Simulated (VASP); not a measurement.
Calculation: PBE GGA, VASP's PBE PAW potentials (set 64) (plane waves; VASP 6.6.1).

VASP input:

### KPOINTS
```
Regular mesh
0
gamma
  4 4 4
```

### INCAR
```
ALGO=Normal
EDIFF=1E-6
ENCUT=400
GGA=PE
ISMEAR=0
LASPH=T
LCHARG=T
LMAXMIX=4
LREAL=F
LWAVE=F
NELM=100
PREC=Accurate
SIGMA=0.05
SYSTEM=Ga4PSb3
```

POSCAR:
```
Ga4PSb3
1
    6.0314918356    -0.0000000000    -0.0000000000
    0.0000000000     6.0314918356     0.0000000000
    0.0000000000    -0.0000000000     6.0314918356
Ga Sb P
4 3 1
Direct
  0.0139528894   0.9860471106   0.9860471106
  0.4860471106   0.5139528894   0.9860471106
  0.4860471106   0.9860471106   0.5139528894
  0.0139528894   0.5139528894   0.5139528894
  0.2500000000   0.2500000000   0.2500000000
  0.7500000000   0.7500000000   0.2500000000
  0.7500000000   0.2500000000   0.7500000000
  0.2500000000   0.7500000000   0.7500000000
```

POTCAR, in this order: Ga_d Sb P (PBE.64 set). Program: vasp_std.

Output

### OSZICAR
```
       N       E                     dE             d eps       ncg     rms          rms(c)
DAV:   1     0.528837533195E+03    0.52884E+03   -0.28063E+04   860   0.186E+03
DAV:   2     0.470955441551E+02   -0.48174E+03   -0.47211E+03   964   0.469E+02
DAV:   3    -0.270933917093E+02   -0.74189E+02   -0.71228E+02  1013   0.147E+02
DAV:   4    -0.310996768156E+02   -0.40063E+01   -0.39830E+01  1065   0.352E+01
DAV:   5    -0.311985704734E+02   -0.98894E-01   -0.98552E-01  1152   0.556E+00    0.661E+00
DAV:   6    -0.308525064572E+02    0.34606E+00   -0.72424E-01  1156   0.772E+00    0.408E+00
DAV:   7    -0.308133949589E+02    0.39111E-01   -0.41805E-01   941   0.261E+00    0.119E+00
DAV:   8    -0.308125303725E+02    0.86459E-03   -0.67937E-02  1129   0.211E+00    0.283E-01
DAV:   9    -0.308142682002E+02   -0.17378E-02   -0.12077E-02   978   0.881E-01    0.965E-02
DAV:  10    -0.308147924915E+02   -0.52429E-03   -0.20035E-03  1163   0.264E-01    0.520E-02
DAV:  11    -0.308151353745E+02   -0.34288E-03   -0.32160E-04  1018   0.864E-02    0.244E-02
DAV:  12    -0.308152135967E+02   -0.78222E-04   -0.10446E-04   943   0.394E-02    0.593E-03
DAV:  13    -0.308152181142E+02   -0.45175E-05   -0.94724E-06   848   0.125E-02    0.217E-03
DAV:  14    -0.308152190259E+02   -0.91174E-06   -0.15801E-06   723   0.638E-03
   1 F= -.30815219E+02 E0= -.30814589E+02  d E =-.126038E-02
```

File OUTCAR:
```
------------------------ aborting loop because EDIFF is reached ----------------------------------------
  FORCE on cell =-STRESS in cart. coord.  units (eV):
  Direction    XX          YY          ZZ          XY          YZ          ZX
  --------------------------------------------------------------------------------------
  Total        0.1653712      0.1653712      0.1653712     -0.0000000      0.0000000      0.0000000
  in kB        1.2075253      1.2075253      1.2075253     -0.0000000      0.0000000      0.0000000
  external PRESSURE =       1.2075253 kB  Pullay stress =       0.0000000 kB
  volume of cell :      219.42
      direct lattice vectors                 reciprocal lattice vectors
     6.031491836  0.000000000  0.000000000     0.165796461  0.000000000  0.000000000
     0.000000000  6.031491836  0.000000000     0.000000000  0.165796461  0.000000000
     0.000000000  0.000000000  6.031491836     0.000000000  0.000000000  0.165796461
 POSITION                                       TOTAL-FORCE (eV/Angst)
 -----------------------------------------------------------------------------------
      0.08416      5.94734      5.94734         0.010595     -0.010595     -0.010595
      2.93159      3.09990      5.94734        -0.010595      0.010595     -0.010595
      2.93159      5.94734      3.09990        -0.010595     -0.010595      0.010595
      0.08416      3.09990      3.09990         0.010595      0.010595      0.010595
      1.50787      1.50787      1.50787         0.000000     -0.000000      0.000000
      4.52362      4.52362      1.50787         0.000000     -0.000000      0.000000
      4.52362      1.50787      4.52362         0.000000     -0.000000      0.000000
      1.50787      4.52362      4.52362         0.000000     -0.000000      0.000000
 -----------------------------------------------------------------------------------
    total drift:                                0.000000      0.000000      0.000000
  FREE ENERGIE OF THE ION-ELECTRON SYSTEM (eV)
  ---------------------------------------------------
  free  energy   TOTEN  =       -30.8152190259 eV

  energy  without entropy=      -30.8139586451  energy(sigma->0) =      -30.81458884
```
(Selected blocks of OUTCAR.)

The structure was generated: Ga4PSb3 was put into an ordered model structure (P-43m), which need not be its known phase. It was relaxed first.
